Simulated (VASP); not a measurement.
These are vdW-DF2, VASP's PBE PAW potentials (set 64) (plane waves; VASP 6.6.1) values and carry that method's errors.

A VASP calculation is set up with these files.

**INCAR**
```
! general
SYSTEM   = ZrB2
PREC     = Accurate
ENCUT    = 520
LREAL    = .False.
LASPH    = .True.

! electronic loop
EDIFF    = 1E-6
NELM     = 100
ALGO     = Normal
LMAXMIX  = 4

! smearing
ISMEAR   = 1
SIGMA    = 0.1

! functional
GGA      = ML
LUSE_VDW = .True.
AGGAC    = 0.0
ZAB_VDW  = -1.8867

! ions
IBRION   = 2
NSW      = 60
ISIF     = 3
EDIFFG   = -0.02

! output
LWAVE    = .False.
LCHARG   = .False.
```

KPOINTS:
```
Automatic mesh
0
Gamma
10 10 8
0 0 0
```

**POSCAR**
```
ZrB2
1
    1.5921055129    -2.7576081153     0.0000000000
    1.5921055129     2.7576081153     0.0000000000
    0.0000000000    -0.0000000000     3.6408511606
Zr B
1 2
Direct
  0.0000000000   0.0000000000   0.0000000000
  0.3333330000   0.6666670000   0.5000000000
  0.6666670000   0.3333330000   0.5000000000
```

POTCAR, in this order: Zr_sv B (PBE.64 set). Program: vasp_std.

The resulting files:

### OUTCAR
```
 ion  position               nearest neighbor table
   1  0.000  0.000  0.000-   2 2.59   3 2.59   2 2.59   3 2.59   3 2.59   3 2.59   2 2.59   2 2.59
                             3 2.59   3 2.59   2 2.59   2 2.59
   2  0.333  0.667  0.500-   3 1.84   3 1.84   3 1.84   1 2.59   1 2.59   1 2.59   1 2.59   1 2.59
                             1 2.59
   3  0.667  0.333  0.500-   2 1.84   2 1.84   2 1.84   1 2.59   1 2.59   1 2.59   1 2.59   1 2.59
                             1 2.59
  LATTYP: Found a hexagonal cell.
 ALAT       =     3.1842114380
 C/A-ratio  =     1.1434074751
 Subroutine PRICEL returns:
 Original cell was already a primitive cell.
 Subroutine GETGRP returns: Found 24 space group operations
The static configuration has the point symmetry D_6h.
The dynamic configuration has the point symmetry D_6h.
 Subroutine INISYM returns: Found 24 space group operations
 Subroutine IBZKPT returns following result:
 Found     70 irreducible k-points:

 Following reciprocal coordinates:
            Coordinates               Weight
  0.000000  0.000000  0.000000      1.000000
  0.100000 -0.000000  0.000000      6.000000
  0.200000 -0.000000  0.000000      6.000000
  0.300000  0.000000  0.000000      6.000000
  0.400000  0.000000  0.000000      6.000000
  0.500000  0.000000  0.000000      3.000000
  0.100000  0.100000  0.000000      6.000000
  0.200000  0.100000  0.000000     12.000000
  0.300000  0.100000  0.000000     12.000000
  0.400000  0.100000  0.000000     12.000000
  0.200000  0.200000  0.000000      6.000000
  0.300000  0.200000  0.000000     12.000000
  0.400000  0.200000  0.000000      6.000000
  0.300000  0.300000  0.000000      6.000000
  0.000000  0.000000  0.125000      2.000000
  0.100000 -0.000000  0.125000     12.000000
  0.200000 -0.000000  0.125000     12.000000
  0.300000  0.000000  0.125000     12.000000
  0.400000  0.000000  0.125000     12.000000
  0.500000  0.000000  0.125000      6.000000
  0.100000  0.100000  0.125000     12.000000
  0.200000  0.100000  0.125000     24.000000
  0.300000  0.100000  0.125000     24.000000
  0.400000  0.100000  0.125000     24.000000
  0.200000  0.200000  0.125000     12.000000
  0.300000  0.200000  0.125000     24.000000
  0.400000  0.200000  0.125000     12.000000
  0.300000  0.300000  0.125000     12.000000
  0.000000  0.000000  0.250000      2.000000
  0.100000 -0.000000  0.250000     12.000000
  0.200000 -0.000000  0.250000     12.000000
  0.300000  0.000000  0.250000     12.000000
  0.400000  0.000000  0.250000     12.000000
  0.500000  0.000000  0.250000      6.000000
  0.100000  0.100000  0.250000     12.000000
  0.200000  0.100000  0.250000     24.000000
  0.300000  0.100000  0.250000     24.000000
  0.400000  0.100000  0.250000     24.000000
  0.200000  0.200000  0.250000     12.000000
  0.300000  0.200000  0.250000     24.000000
   k-points           NKPTS =     70   k-points in BZ     NKDIM =     70   number of bands    NBANDS=     13
   number of dos      NEDOS =    301   number of ions     NIONS =      3
   total plane-waves  NPLWV =  16128
   dimension x,y,z NGX =    24 NGY =   24 NGZ =   28
   dimension x,y,z NGXF=    48 NGYF=   48 NGZF=   56
   ions per type =               1   2
   PREC   = accura    normal or accurate (medium, high low for compatibility)
   ISTART =      0    job   : 0-new  1-cont  2-samecut
   ICHARG =      2    charge: 1-file 2-atom 10-const
   ISPIN  =      1    spin polarized calculation?
   LNONCOLLINEAR =      F non collinear calculations
   LSORBIT =      F    spin-orbit coupling
   INIWAV =      1    electr: 0-lowe 1-rand  2-diag
   ENCUT  =  520.0 eV  38.22 Ry    6.18 a.u.   5.92  5.92  6.77*2*pi/ulx,y,z
...
```

**OSZICAR**
```
       N       E                     dE             d eps       ncg     rms          rms(c)
DAV:   1     0.119118457623E+03    0.11912E+03   -0.98878E+03  1820   0.137E+03
DAV:   2    -0.157667504661E+02   -0.13489E+03   -0.13049E+03  2078   0.338E+02
DAV:   3    -0.218725418173E+02   -0.61058E+01   -0.60621E+01  2969   0.620E+01
DAV:   4    -0.220217582503E+02   -0.14922E+00   -0.14914E+00  2351   0.919E+00
DAV:   5    -0.220251955107E+02   -0.34373E-02   -0.34371E-02  2845   0.114E+00    0.185E+01
DAV:   6    -0.186705027330E+02    0.33547E+01   -0.11000E+01  2180   0.215E+01    0.699E+00
DAV:   7    -0.186847975311E+02   -0.14295E-01   -0.10100E+00  2699   0.628E+00    0.297E+00
DAV:   8    -0.186986377734E+02   -0.13840E-01   -0.10843E-01  2253   0.317E+00    0.762E-01
DAV:   9    -0.186960873991E+02    0.25504E-02   -0.19677E-02  2430   0.110E+00    0.137E-01
DAV:  10    -0.186961513465E+02   -0.63947E-04   -0.10161E-03  2296   0.279E-01    0.526E-02
DAV:  11    -0.186962312072E+02   -0.79861E-04   -0.14929E-04  2105   0.134E-01    0.185E-02
DAV:  12    -0.186962346018E+02   -0.33946E-05   -0.14856E-05  2440   0.387E-02    0.516E-03
DAV:  13    -0.186962348358E+02   -0.23402E-06   -0.12050E-06  1469   0.108E-02
   1 F= -.18696235E+02 E0= -.18696096E+02  d E =-.186962E+02
```

**OUTCAR**
```
------------------------ aborting loop because EDIFF is reached ----------------------------------------
  FORCE on cell =-STRESS in cart. coord.  units (eV):
  Direction    XX          YY          ZZ          XY          YZ          ZX
  --------------------------------------------------------------------------------------
  Total        0.0464562      0.0464562      0.0478865     -0.0000000     -0.0000000      0.0000000
  in kB        2.3281812      2.3281820      2.3998627     -0.0000000     -0.0000000      0.0000000
  external PRESSURE =       2.3520753 kB  Pullay stress =       0.0000000 kB
  volume of cell :       31.97
      direct lattice vectors                 reciprocal lattice vectors
     1.592105513 -2.757608115  0.000000000     0.314049538 -0.181316554  0.000000000
     1.592105513  2.757608115  0.000000000     0.314049538  0.181316554  0.000000000
     0.000000000  0.000000000  3.640851161     0.000000000  0.000000000  0.274661049
 POSITION                                       TOTAL-FORCE (eV/Angst)
 -----------------------------------------------------------------------------------
      0.00000      0.00000      0.00000         0.000000     -0.000000      0.000000
      1.59211      0.91920      1.82043         0.000000      0.000000      0.000000
      1.59211     -0.91920      1.82043        -0.000000     -0.000000     -0.000000
 -----------------------------------------------------------------------------------
    total drift:                                0.000000     -0.000000      0.000000
  FREE ENERGIE OF THE ION-ELECTRON SYSTEM (eV)
  ---------------------------------------------------
  free  energy   TOTEN  =       -18.6962348358 eV

  energy  without entropy=      -18.6958198133  energy(sigma->0) =      -18.69609649

 reached required accuracy - stopping structural energy minimisation
```
(Selected blocks of OUTCAR.)

The compound is ZrB2 in the AlB2 type structure. It was relaxed first. The start is the result of an earlier pass.
